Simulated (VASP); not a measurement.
Output of a VASP run:

### OSZICAR
```
       N       E                     dE             d eps       ncg     rms          rms(c)
DAV:   1    -0.363558256929E+01   -0.36356E+01   -0.32150E+03  2992   0.709E+02
DAV:   2    -0.170325980548E+02   -0.13397E+02   -0.13020E+02  4408   0.727E+01
DAV:   3    -0.172040751235E+02   -0.17148E+00   -0.16966E+00  3952   0.968E+00
DAV:   4    -0.172046888266E+02   -0.61370E-03   -0.60764E-03  4416   0.483E-01
DAV:   5    -0.172046890909E+02   -0.26427E-06   -0.26803E-06  4000   0.969E-03    0.535E+00
DAV:   6    -0.161397461666E+02    0.10649E+01   -0.10742E-01  3720   0.246E+00    0.344E+00
DAV:   7    -0.161239794582E+02    0.15767E-01   -0.76955E-02  3232   0.222E+00    0.411E-01
DAV:   8    -0.161392368628E+02   -0.15257E-01   -0.33149E-02  3184   0.143E+00    0.447E-02
DAV:   9    -0.161408036068E+02   -0.15667E-02   -0.78501E-03  3344   0.673E-01    0.372E-02
DAV:  10    -0.161405708499E+02    0.23276E-03   -0.49748E-04  4144   0.203E-01    0.268E-02
DAV:  11    -0.161408356677E+02   -0.26482E-03   -0.10920E-04  3792   0.949E-02    0.197E-02
DAV:  12    -0.161409009618E+02   -0.65294E-04   -0.15129E-05  3744   0.338E-02    0.895E-03
DAV:  13    -0.161409319689E+02   -0.31007E-04   -0.15993E-05  3232   0.445E-02    0.319E-03
DAV:  14    -0.161409333027E+02   -0.13339E-05   -0.51912E-07  3944   0.914E-03    0.340E-03
DAV:  15    -0.161409315100E+02    0.17927E-05   -0.21878E-07  3200   0.596E-03    0.197E-03
DAV:  16    -0.161409306142E+02    0.89589E-06   -0.13377E-07  2440   0.417E-03    0.302E-04
DAV:  17    -0.161409296757E+02    0.93842E-06   -0.27391E-08  1696   0.167E-03    0.199E-04
DAV:  18    -0.161409298707E+02   -0.19495E-06   -0.28483E-09  1720   0.637E-04    0.632E-05
DAV:  19    -0.161409299270E+02   -0.56275E-07   -0.79543E-10  1688   0.383E-04
   1 F= -.16140930E+02 E0= -.16140930E+02  d E =0.000000E+00
       N       E                     dE             ncg
```

### OUTCAR
```
------------------------ aborting loop because EDIFF is reached ----------------------------------------
  FORCE on cell =-STRESS in cart. coord.  units (eV):
  Direction    XX          YY          ZZ          XY          YZ          ZX
  --------------------------------------------------------------------------------------
  Total       -0.0202575     -0.0202575      0.1703746     -0.0000000      0.0000000      0.0000000
  in kB       -1.1883400     -1.1883403      9.9944509     -0.0000002      0.0000000      0.0000000
  external PRESSURE =       2.5392569 kB  Pullay stress =       0.0000000 kB
  volume of cell :       27.31
      direct lattice vectors                 reciprocal lattice vectors
     2.626785134 -0.000000024  0.000000000     0.380693492  0.219793390  0.000000000
    -1.313392109  2.274862898  0.000000000     0.000000004  0.439586933  0.000000000
     0.000000000  0.000000000  4.570636950     0.000000000  0.000000000  0.218787887
 POSITION                                       TOTAL-FORCE (eV/Angst)
 -----------------------------------------------------------------------------------
     -0.00000      1.51658      1.14266        -0.000000      0.000000      0.000000
      1.31339      0.75829      3.42798         0.000000     -0.000000      0.000000
 -----------------------------------------------------------------------------------
    total drift:                                0.000001     -0.000001      0.000003
  FREE ENERGIE OF THE ION-ELECTRON SYSTEM (eV)
  ---------------------------------------------------
  free  energy   TOTEN  =       -16.1409299270 eV

  energy  without entropy=      -16.1409299270  energy(sigma->0) =      -16.14092993

 total charge

# of ion       s       p       d       tot
------------------------------------------
    1        0.798   0.759   0.000   1.557
    2        0.798   0.759   0.000   1.557
--------------------------------------------------
tot          1.597   1.517   0.000   3.114
```
(Selected blocks of OUTCAR.)

File POSCAR:
```
Si
1
    2.6267851336    -0.0000000242     0.0000000000
   -1.3133921089     2.2748628977    -0.0000000000
    0.0000000000    -0.0000000000     4.5706369501
Si
2
Direct
  0.3333330000   0.6666670000   0.2500000000
  0.6666670000   0.3333330000   0.7500000000
```

### Question
Write an INCAR and KPOINTS that could have produced this output.

### Answer
One answer among several that fit: the input of the run itself, r2SCAN meta-GGA, plane waves, VASP's PBE PAW potentials (set 64).

KPOINTS:
```
Automatic mesh
0
Gamma
18 18 9
0 0 0
```

KPOINTS_OPT:
```
k-points along high-symmetry lines
6
Line-mode
Reciprocal
  0.000000   0.000000   0.000000 ! GAMMA
  0.500000   0.000000   0.000000 ! M

  0.500000   0.000000   0.000000 ! M
  0.333333   0.333333   0.000000 ! K

  0.333333   0.333333   0.000000 ! K
  0.000000   0.000000   0.000000 ! GAMMA

  0.000000   0.000000   0.000000 ! GAMMA
  0.000000   0.000000   0.500000 ! A

  0.000000   0.000000   0.500000 ! A
  0.500000   0.000000   0.500000 ! L

  0.500000   0.000000   0.500000 ! L
  0.333333   0.333333   0.500000 ! H

  0.333333   0.333333   0.500000 ! H
  0.000000   0.000000   0.500000 ! A

  0.500000   0.000000   0.500000 ! L
  0.500000   0.000000   0.000000 ! M

  0.333333   0.333333   0.500000 ! H
  0.333333   0.333333   0.000000 ! K
```

INCAR:
```
SYSTEM = Si
PREC = Accurate
ENCUT = 400
EDIFF = 1E-7
NELM = 100
ALGO = Normal
LREAL = .FALSE.
LASPH = .TRUE.
ISMEAR = -5
METAGGA = R2SCAN
LMIXTAU = .TRUE.
LWAVE = .FALSE.
LCHARG = .FALSE.
LORBIT = 11
NEDOS = 601
ISIF = 2
```

POTCAR, in this order: Si (PBE.64 set). Program: vasp_std.

For a metal the tetrahedron method with Blöchl corrections gives inexact stress and forces.

The structure was generated: Si was put into the hcp type (P6_3/mmc), which need not be its known phase. It was relaxed first, which changed the volume by -6 %.
